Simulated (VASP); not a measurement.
# VGa3Co: single point with r2SCAN

Crystal: VGa3Co.

```
Co Ga V
1.0
     3.71194    0.00000    0.00000
     1.85597  -10.71457    0.00000
     0.00000    0.00000   -3.63868
Co Ga V
2 6 2
Direct
  0.20500 0.59000 0.75000
  0.79500 0.41000 0.25000
  0.65300 0.69400 0.75000
  0.34700 0.30600 0.25000
  0.32600 0.34800 0.75000
  0.67400 0.65200 0.25000
  0.52500 0.95000 0.75000
  0.47500 0.05000 0.25000
  0.92800 0.14400 0.75000
  0.07200 0.85600 0.25000
```

The cell was built by a generator and needn't be a form met in nature.

```json
{
  "Program": "VASP 6.6.1",
  "Task": "single point",
  "Functional": "r2SCAN",
  "Potentials or basis": "VASP PAW PBE potentials, release 64 (Co, Ga_d, V_sv)",
  "Cutoff": "520 eV",
  "k mesh": "5 × 5 × 5",
  "Occupations": "fermi-dirac, width 0.0211 eV",
  "Spin": "no spin polarisation"
}
```

| Quantity | Value |
| --- | --- |
| Pressure | 30.6 GPa |
| Largest force | 8.575 eV/Å |
| Band gap on the k mesh | none (metal or under the smearing width) |

Forces on the atoms (eV/Å):
```
Co   0.000  2.274  0.000
Co   0.000 -2.274  0.000
Ga   0.000 -8.575  0.000
Ga   0.000  8.575  0.000
Ga   0.000 -6.415  0.000
Ga   0.000  6.415  0.000
Ga   0.000  4.253  0.000
Ga   0.000 -4.253  0.000
V    0.000 -0.613  0.000
V    0.000  0.613  0.000
```

Stress tensor (GPa, compression positive):
```
-4.00  0.00  0.00
 0.00 -1.35  0.00
 0.00  0.00 97.19
```

Levels at points of the mesh, in eV from the Fermi level:
| k point | band 58 | band 59 | band 60 | band 61 | band 62 | band 63 | band 64 | band 65 |
| --- | --- | --- | --- | --- | --- | --- | --- | --- |
| (0.00, 0.00, 0.00) | -0.99 | -0.87 | -0.84 | 0.17 | 0.20 | 0.26 | 0.76 | 0.77 |

Wall time 15 min on 1 thread of Intel(R) Xeon(R) Platinum 8488C (Sapphire Rapids), on a shared host, peak memory 0.4 GiB.

Caveat: a pressure of tens of GPa on the cell as given is suspect, and the run, the potentials or the cell itself is likely at fault; the PAW data sets were made with another functional, which shifts forces and pressure a little. Spin polarisation is off, so any magnetic state and its effect on volume and gap are missing.
